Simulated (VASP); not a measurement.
Set up this calculation in VASP 6.6.1, as the native input.

| Item | Value |
| --- | --- |
| Task | relaxation of cell and atoms |
| Functional | r2SCAN |
| Potentials or basis | VASP PAW PBE potentials, release 64 (Si) |
| Cutoff | 600 eV |
| k mesh | 10 × 10 × 10 |
| Occupations | gaussian, width 0.02 eV |
| Spin | no spin polarisation |
| Dipole correction | no |
| Further INCAR settings | ALGO = Normal; EDIFF = 1e-06; IBRION = 2; EDIFFG = -0.005; NSW = 100; ISIF = 3 |

Si:

```
Si
1.0
     0.00000    2.71356    2.71356
     2.71356    0.00000    2.71356
     2.71356    2.71356    0.00000
Si
2
Cartesian
  4.0703 4.0703 4.0703
  2.7136 2.7136 2.7136
```

One way to write it, as run:

POSCAR

```
Si
1.0
    0.0000000000      2.7135600000      2.7135600000
    2.7135600000      0.0000000000      2.7135600000
    2.7135600000      2.7135600000      0.0000000000
Si
2
Direct
    0.7500000000      0.7500000000      0.7500000000
    0.5000000000      0.5000000000      0.5000000000
```

INCAR.step1

```
PREC = Accurate
ENCUT = 600
ISMEAR = 0
SIGMA = 0.02
LREAL = F
LASPH = T
NELM = 100
GGA = PE
ALGO = Normal
EDIFF = 1E-4
LWAVE = T
LCHARG = F
```

INCAR.step2

```
PREC = Accurate
ENCUT = 600
EDIFF = 1E-6
ISMEAR = 0
SIGMA = 0.02
LREAL = F
LASPH = T
NELM = 100
ALGO = Normal
ISIF = 3
LWAVE = F
LCHARG = F
METAGGA = R2SCAN
LMIXTAU = T
IBRION = 2
NSW = 100
EDIFFG = -0.005
ISTART = 1
```

KPOINTS

```
regular mesh
0
Gamma
  10 10 10
```

Potentials or basis: VASP PAW PBE potentials, release 64 (Si).

Run with:

```bash
$ cat potpaw_PBE.64/Si/POTCAR > POTCAR
$ cp INCAR.step1 INCAR
$ mpirun -np 1 vasp_std > vasp.out
$ cp INCAR.step2 INCAR
$ mpirun -np 1 vasp_std > vasp.out
```

It gave:

| Property | Result |
| --- | --- |
| Relaxed volume | 20.12 Å³/atom |
| Relaxed cell | a = 3.846 Å, b = 3.846 Å, c = 3.846 Å, α = 60.00°, β = 60.00°, γ = 60.00° |
| Space group after relaxing (to 0.05 Å) | Fd-3m (No. 227) |
| Energy gained by relaxing | 0.3 meV/atom |
| Ionic steps | 3 |
| Pressure after relaxing | 0.0 GPa |
| Band gap on the k mesh | 0.79 eV, indirect (least direct gap 2.76 eV) |

Caveat: the PAW data sets were made with another functional, which shifts forces and pressure a little.

Run time: 73 s on 1 thread of Intel(R) Xeon(R) 6975P-C (Granite Rapids), with other jobs on the host, peak memory 0.18 GiB.
